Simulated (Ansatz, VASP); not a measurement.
## Mo (dimer Mo chain) in two plane-wave programs

Aim: how closely do two programs agree when they are given the same cell, functional and k mesh? The cell is taken from a series of runs on this material, whose earlier steps may have relaxed, scaled, displaced or heated it; both programs get it as it stands.

Calculated with Ansatz 0.2.0; plane waves, with VASP 6.6.1 beside it; single point at PBE.

### Step 1. The starting structure

The cell holds 2 atoms: 2 Mo. Cell: a = 7.500 Å, b = 7.500 Å, c = 4.960 Å, α = 90.0°, β = 90.0°, γ = 90.0°. Vacuum lies along a and b. The structure's axis is c.

### Step 2. VASP: single point, PBE

With cell and atoms fixed, the geometry can't cause a difference; cores, projectors, grids and the points listed under the comparison can.

Lines of VASP's logs that name or quote its potential files are left out, and so is its time.

INCAR

```
SYSTEM = Mo
PREC = Accurate
ENCUT = 400
EDIFF = 1E-06
NELM = 120
ISMEAR = -1
SIGMA = 0.05
LREAL = .FALSE.
ALGO = Normal
GGA = PE
NBANDS = 20
LASPH = .TRUE.
LORBIT = 11
LWAVE = .FALSE.
LCHARG = .FALSE.
ISIF = 2
GGA_COMPAT = .FALSE.
EFERMI = MIDGAP
```

POSCAR

```
Mo
1.0
    7.5000000000      0.0000000000      0.0000000000
    0.0000000000      7.5000000000      0.0000000000
    0.0000000000      0.0000000000      4.9597119821
Mo
2
Direct
    0.5000000000      0.5000000000      0.0338327610
    0.5000000000      0.5000000000      0.4161672390
```

KPOINTS

```
Automatic mesh
0
Gamma
1 1 17
0 0 0
```

Potentials, in the order of the species: Mo_sv (PBE family, release 64).

Run with:

```console
$ mpirun -np 1 vasp_std
```

Numbers of over 12 decimals in the logs are rounded to 6 here.

The log of the run:

```text
[banner, memory and clock lines left out]
running    1 mpi-ranks, on    1 nodes
 distrk:  each k-point on    1 cores,    1 groups
 distr:  one band on    1 cores,    1 groups

 POSCAR found type information on POSCAR Mo
 POSCAR found :  1 types and       2 ions
 LDA part: xc-table for (Slater+PW92), standard interpolation
 POSCAR, INCAR and KPOINTS ok, starting setup
 FFT: planning ... GRIDC
 FFT: planning ... GRID_SOFT
 FFT: planning ... GRID
 WAVECAR not read
 entering main loop
       N       E                     dE             d eps       ncg     rms          rms(c)
DAV:   1     0.166054347289E+03    0.16605E+03   -0.14615E+04   520   0.867E+02
DAV:   2    -0.392860825516E+01   -0.16998E+03   -0.16604E+03   520   0.239E+02
DAV:   3    -0.148946576817E+02   -0.10966E+02   -0.10655E+02   452   0.478E+01
DAV:   4    -0.151715173212E+02   -0.27686E+00   -0.27503E+00   520   0.619E+00
DAV:   5    -0.151744092644E+02   -0.28919E-02   -0.28902E-02   448   0.604E-01    0.304E+01
DAV:   6    -0.142960197552E+02    0.87839E+00   -0.19369E+00   396   0.110E+01    0.170E+01
DAV:   7    -0.141549902365E+02    0.14103E+00   -0.83378E-01   424   0.676E+00    0.774E-01
DAV:   8    -0.141433245944E+02    0.11666E-01   -0.65274E-02   380   0.245E+00    0.409E-01
DAV:   9    -0.141436748118E+02   -0.35022E-03   -0.49808E-03   460   0.465E-01    0.157E-01
DAV:  10    -0.141439173535E+02   -0.24254E-03   -0.71275E-04   404   0.256E-01    0.330E-02
DAV:  11    -0.141442618331E+02   -0.34448E-03   -0.27968E-04   412   0.114E-01    0.286E-02
DAV:  12    -0.141443813002E+02   -0.11947E-03   -0.88500E-05   400   0.452E-02    0.860E-03
DAV:  13    -0.141444203966E+02   -0.39096E-04   -0.20594E-05   336   0.224E-02    0.462E-03
DAV:  14    -0.141444282556E+02   -0.78590E-05   -0.10898E-05   320   0.137E-02    0.150E-03
DAV:  15    -0.141444286471E+02   -0.39148E-06   -0.83726E-07   360   0.601E-03
   1 F= -.14144429E+02 E0= -.14144418E+02  d E =-.210051E-04
```

Parts of OUTCAR (step 2):

```text
ion  position               nearest neighbor table
   1  0.500  0.500  0.034-   2 1.90   2 3.06
   2  0.500  0.500  0.416-   1 1.90   1 3.06

  LATTYP: Found a simple tetragonal cell.
 ALAT       =     7.5000000000
 C/A-ratio  =     0.6612949309

 Subroutine GETGRP returns: Found 16 space group operations
 (whereof  8 operations were pure point group operations)

The static configuration has the point symmetry C_4v.
 The point group associated with its full space group is D_4h.

 Found      9 irreducible k-points:

   k-points           NKPTS =      9   k-points in BZ     NKDIM =      9   number of bands    NBANDS=     20

   dimension x,y,z NGX =    50 NGY =   50 NGZ =   32
   dimension x,y,z NGXF=   100 NGYF=  100 NGZF=   64

   ENCUT  =  400.0 eV  29.40 Ry    5.42 a.u.  12.23 12.23  8.09*2*pi/ulx,y,z

   NELECT =      28.0000    total number of electrons

 k-points in reciprocal lattice and weights: Automatic mesh
   0.00000000  0.00000000  0.00000000       0.059
   0.00000000  0.00000000  0.05882353       0.118
   0.00000000  0.00000000  0.11764706       0.118
   0.00000000  0.00000000  0.17647059       0.118
   0.00000000  0.00000000  0.23529412       0.118
   0.00000000  0.00000000  0.29411765       0.118
   0.00000000  0.00000000  0.35294118       0.118
   0.00000000  0.00000000  0.41176471       0.118
   0.00000000  0.00000000  0.47058824       0.118

 average (electrostatic) potential at core
       1 -83.6594       2 -83.6594

 E-fermi :  -1.7788

 k-point     1 :       0.0000    0.0000    0.0000
  band No.  band energies     occupation
    ...
     10      -5.7832      2.00000
     11      -5.7770      2.00000
     12      -3.8950      2.00000
     13      -3.3989      2.00000
     14      -3.3781      2.00000
     15      -0.8960      0.00000
     16      -0.8925      0.00000
     17       0.0033      0.00000
     18       0.0033      0.00000
     19       0.6227      0.00000
    ...

 k-point     2 :       0.0000    0.0000    0.0588
  band No.  band energies     occupation
    ...
     10      -5.7666      2.00000
     11      -5.7335      2.00000
     12      -3.8756      2.00000
     13      -3.3931      2.00000
     14      -3.3725      2.00000
     15      -0.9074      0.00000
     16      -0.9033      0.00000
     17      -0.0153      0.00000
     18      -0.0153      0.00000
     19       0.5687      0.00000
    ...

 k-point     3 :       0.0000    0.0000    0.1176
  band No.  band energies     occupation
    ...
     10      -5.7184      2.00000
     11      -5.6071      2.00000
     12      -3.8157      2.00000
     13      -3.3761      2.00000
     14      -3.3561      2.00000
     15      -0.9401      0.00000
     16      -0.9345      0.00000
     17      -0.0748      0.00000
     18      -0.0748      0.00000
     19       0.4221      0.00000
    ...

  Total       -0.7333309     -0.7333309      1.9877358      0.0000000      0.0000000      0.0000000
  in kB       -4.2114491     -4.2114491     11.4153772      0.0000000      0.0000000      0.0000000
  external PRESSURE =       0.9974930 kB  Pullay stress =       0.0000000 kB

  energy-cutoff  :      400.00
  volume of cell :      278.98
      direct lattice vectors                 reciprocal lattice vectors
     7.500000000  0.000000000  0.000000000     0.133333333  0.000000000  0.000000000
     0.000000000  7.500000000  0.000000000     0.000000000  0.133333333  0.000000000
     0.000000000  0.000000000  4.959711982     0.000000000  0.000000000  0.201624611

 POSITION                                       TOTAL-FORCE (eV/Angst)
 -----------------------------------------------------------------------------------
      3.75000      3.75000      0.16780        -0.000000     -0.000000     -1.141558
      3.75000      3.75000      2.06407         0.000000      0.000000      1.141558
 -----------------------------------------------------------------------------------
    total drift:                                0.000000     -0.000000      0.000014

  FREE ENERGIE OF THE ION-ELECTRON SYSTEM (eV)
  ---------------------------------------------------
  free  energy   TOTEN  =       -14.1444286471 eV

  energy  without entropy=      -14.1444076420  energy(sigma->0) =      -14.14441814

 total charge
# of ion       s       p       d       tot
------------------------------------------
    1        2.316   6.047   4.592  12.955
    2        2.316   6.047   4.592  12.955
--------------------------------------------------
tot          4.633  12.095   9.184  25.911

[... 3 further parts left out ...]
```

### Step 3. Ansatz: single point, PBE

Ansatz runs on its default PAW (the set named soft_2) files.

The same cell, functional, mesh and smearing now go to Ansatz, which takes its cutoff from its data sets.

input.yaml

```yaml
crystal:
  lattice:
    - [7.5, 0.0, 0.0]
    - [0.0, 7.5, 0.0]
    - [0.0, 0.0, 4.9597119821]
  atoms:
    - { symbol: Mo, position: [0.5, 0.5, 0.033832761] }
    - { symbol: Mo, position: [0.5, 0.5, 0.416167239] }
kpoints:
  mp_grid: { grid: [1, 1, 17] }
  band_path: { path: ["Γ", Z], npoints: 60 }
scf:
  occupations: { method: fermi_dirac, width: 0.05 }
hamiltonian:
  xc: pbe
output:
  transmission:
    e_range: [-2, 2]
    de: 0.035
    kmesh: [1, 1]
    reduced_basis: true
    leads: [[0, 0]]
  dos: { projected: true, e_range: [-6, 4] }
  write_potential: true
  write_density: true
  volumetric_format: npy
  elf: true
```

Run with:

```console
$ ansatz run input.yaml --threads 4 --pin off --max-ram 8192MiB --backend cpu --events-out ev --progress --plain --runs-dir out
```

The log of the run:

```text
Engine: ansatz 0.2.0, aarch64-unknown-linux-gnu
Pseudopotentials: kind: paw
Pseudopotential: Mo, paw, valence charge 14, recommended cutoff 420 eV (normal), Mo.paw.azcp
Functional definition: PBE
  parameter kappa = 0.804
  parameter beta = 0.066725
  exchange = pbe_x(kappa = kappa, mu = beta*pi^2/3)
  correlation = pbe_c(beta = beta)
Crystal: 2 atoms, lattice volume = 278.984 Å³
Basis set: ecut = 420 eV, 5465 PW (Γ)
Bands: 18, of which v1, the nominal top of the filled ones, is band 14 counted from 1 (13 counted from 0)
Symmetry: 16 space group operations
Space group: P4/mmm (ITA 123), of the structure as read, at distance tolerance 6.5e-5 Å
k-points: 9 of 17
Non-local potential: Mo, projectors of the file, l = 0: 3, l = 1: 2, l = 2: 2, l = 3: 1
PAW form: soft (Blöchl's): semilocal exchange-correlation on the pseudo side does not see the compensation charge
PAW one-centre angular grid: Mo, 590 points (default); XC on 64 Gauss nodes
Initial density: superposition of atomic densities (neutral atoms: chi_scale 0, normalization atom), corrected by the library's trained network
Initial wavefunctions: pseudopotential atomic-orbital guess
Functional: x = pbe(κ = 0.804, μ = 0.219515), c = pbe(β = 0.066725)
SCF iter   1: F=—  HF=-9904.503531 eV  |F-HF|=—  |Δ(HF+E_count)|=         —  Δρ=1.22e-2  dr2=4.19e-1  ethr=1.77e-3  ⟨swp⟩=7.3  Hψ=848  notcnv=0
preconditioner: auto → Resta (q_TF=auto, 1.860 Å⁻¹)  ε∞=5.8  [insulator: Δε(μ)=0.796 eV  Ē_g=3.532 eV  σ=0.050 eV  W_gap=1.00  n_scr=30 (ndim 8)  ℏωp=7.7 eV  f_vac=0.621  D(μ)=0.01/eV (n_scr^D=0)  ε∞_Penn≈5.8  vacuum switching on, ρ_ref=9.0e-4 e/Å³]
SCF iter   2: F=—  HF=-9904.449073 eV  |F-HF|=—  |Δ(HF+E_count)|=   5.45e-2  Δρ=5.87e-3  dr2=8.51e-2  ethr=1.50e-3  ⟨swp⟩=3.0  Hψ=322  notcnv=0
SCF iter   3: F=—  HF=-9904.501580 eV  |F-HF|=—  |Δ(HF+E_count)|=   5.25e-2  Δρ=1.01e-3  dr2=5.57e-3  ethr=3.04e-4  ⟨swp⟩=2.4  Hψ=275  notcnv=0
SCF iter   4: F=—  HF=-9904.508709 eV  |F-HF|=—  |Δ(HF+E_count)|=   7.13e-3  Δρ=3.59e-4  dr2=9.85e-4  ethr=1.99e-5  ⟨swp⟩=2.0  Hψ=230  notcnv=0
SCF iter   5: F=—  HF=-9904.509284 eV  |F-HF|=—  |Δ(HF+E_count)|=   5.74e-4  Δρ=1.69e-4  dr2=1.68e-4  ethr=3.52e-6  ⟨swp⟩=3.0  Hψ=277  notcnv=0
SCF iter   6: F=—  HF=-9904.509326 eV  |F-HF|=—  |Δ(HF+E_count)|=   4.21e-5  Δρ=4.69e-5  dr2=1.04e-5  ethr=5.98e-7  ⟨swp⟩=2.0  Hψ=225  notcnv=0
SCF iter   7: F=—  HF=-9904.509144 eV  |F-HF|=—  |Δ(HF+E_count)|=   1.82e-4  Δρ=8.85e-6  dr2=5.28e-7  ethr=3.72e-8  ⟨swp⟩=2.0  Hψ=225  notcnv=0
SCF iter   8: F=-9904.509146 eV  HF=-9904.509146 eV  |F-HF|=9.50e-8  |Δ(HF+E_count)|=   2.02e-6  Δρ=1.49e-6  dr2=1.04e-8  ethr=3.57e-10  ⟨swp⟩=5.3  Hψ=484  notcnv=0
SCF 1 converged in 8 iterations: F = -9904.509146 eV  dr2 = 1.04e-8
  greatest PAW one-centre occupation: 0.998 electrons in one spin orbital (limit 2), on the Mo atom at site 1 (counted from 0), in its partial waves of l = 0
NSCF: frozen V_eff on 61 k-points
transmission: 7 of 42 steps passed
transmission: 14 of 42 steps passed
[...]
transmission: 42 of 42 steps passed
WARN: The output density's exchange-correlation potential varies sharply where the density is thin. Do not read a vacuum level from v_tot or v_xc, or from such a field of the output density. On a cell that repeats whose density bears no net charge and no dipole along the vacuum's axis use v_es (v_loc + v_h of the components); under efield.dipole_correction with no amplitude use v_es + v_field, which holds any externa [...]
Second SCF, for the conductance: iteration 1, dr2 1.565e-8 eV
Second SCF, for the conductance: iteration 2, dr2 1.575e-8 eV
Second SCF, for the conductance: iteration 3, dr2 4.501e-9 eV
transmission: 7 of 42 steps passed
transmission: 14 of 42 steps passed
[...]
transmission: 42 of 42 steps passed
SCF converged after 8 iterations
Free energy (F): -9904.509146 eV
Harris-Foulkes:  -9904.509146 eV  (|F-HF|=9.50e-8)
Internal energy: -9904.509132 eV  (E = F + TS)
E sigma→0 (E₀):  -9904.509139 eV
Entropy (-TS):   -0.000014 eV (-0.007 meV/atom)
Fermi energy:    -0.831014 eV
--- Per-component energies (eV) ---
  E_band       = -723.877617
  E_kinetic    = 884.815850
  E_local      = -6301.525231  (includes V_loc(G=0)·N_el)
  E_nonlocal   = 298.841846
  E_hartree    = 2568.283437
  E_xc         = -359.364838
  E_vxc        = -447.419629  (∫ρ·V_xc dr)
  E_paw        = -6407.798945  (= ΣΔE_a)
  E_vpaw       = -295.155378  (= ΣTr[D̂ρ^β])
  E_aug_tail   = 0.000090  (compensation charges beyond the density's cutoff)
  E_ewald      = -587.761342
  E_smearing   = -0.000014  (= −TS)
  E_closure    = 0.000000  (closes the sum)
  Σ components = -9904.509146   (vs F -9904.509146, Δ=0.00e0)
--- Band table (eV; the first three rows and the last of 9) ---
  k-point 0: bands = [... 10 lower, -4.8095, -2.9553, -2.4188, -2.3978, 0.0753, 0.0789, 0.9637, 0.9637]
  k-point 1: bands = [... 10 lower, -4.7765, -2.9356, -2.4130, -2.3922, 0.0639, 0.0680, 0.9454, 0.9454]
  k-point 2: bands = [... 10 lower, -4.6526, -2.8746, -2.3958, -2.3757, 0.0311, 0.0367, 0.8868, 0.8868]
  k-point 8: bands = [... 10 lower, -3.5579, -2.2223, -2.2098, -1.3260, -0.2762, -0.2569, 0.0203, 0.0203]
--- Transmission ---
  basis      : 497 plane waves across, 7 finite elements along
  points     : 1, standing for a mesh of 1 x 1
  filling    : by a second SCF (3 iterations) under fermi_dirac of width 0.025852 eV on a mesh of 1 x 1 x 42, whose Fermi level is -0.799346 eV
  energies   : 115 from -2.000000 to 1.990000 eV about the Fermi level, 0.035000 eV apart; the leads are filled to 0.000000 eV, and channels, transmission and decay are at -0.005000 eV
  crystal 0  : Mo2, at the sites [0, 0], period 4.9597 Å: whole cells are its period
    offset         : up to 0.0000 Å between an atom of the period and one for which it stands
    filled         : 0.5 meV over the level at which it is neutral
    channels       : 0.000000e0 a spin
    conductance    : 1.9531e6 S/m² at 300 K; may be off by some 0.4 % by where its bands' edges are placed, 1.1 % from the distance to neutral
    slowest decay  : 0.0855 /Å at (0.0000, 0.0000)
```

Reading the cycles: dr2 is the Hartree energy of the density residual (eV), the measure of convergence; HF is the Harris–Foulkes estimate of the energy, which meets the free energy F at convergence.

### Step 4. Side by side

Known differences besides the potentials themselves: the cutoff is 420 eV in Ansatz and 400 eV in VASP. Total energies have different zeros and are not compared.

Both answers:

```
              quantity  Ansatz   VASP  difference
gap on the k mesh (eV)   1.050  1.006      +0.044
```

A gap on the mesh is an upper bound, since the band edges may lie between its points.

### Step 5. Outcome

| Quantity | Value |
| --- | --- |
| difference in gap on the k mesh (single point, PBE) | 0.044 eV |

In words: The difference in gap on the k mesh is 0.044 eV (single point, PBE), within the 0.08 eV picked in this series as the mark of a large difference. Such differences can come from data sets, numerical settings and the points named under the comparisons, not from the functional's error against experiment.

[Lines on the potential files, build, host, timing and source positions are cut from VASP's logs without a mark.]

[Logs are printed without paths, hosts, clocks, repeated set-up lines and the standing remarks that a program may print on its own settings, such as how far it seeks lower states.]

[Hosts, paths, dates, database ids (printed as entryN), source tags and the programs' standing remarks are cut or masked in the printed files.]
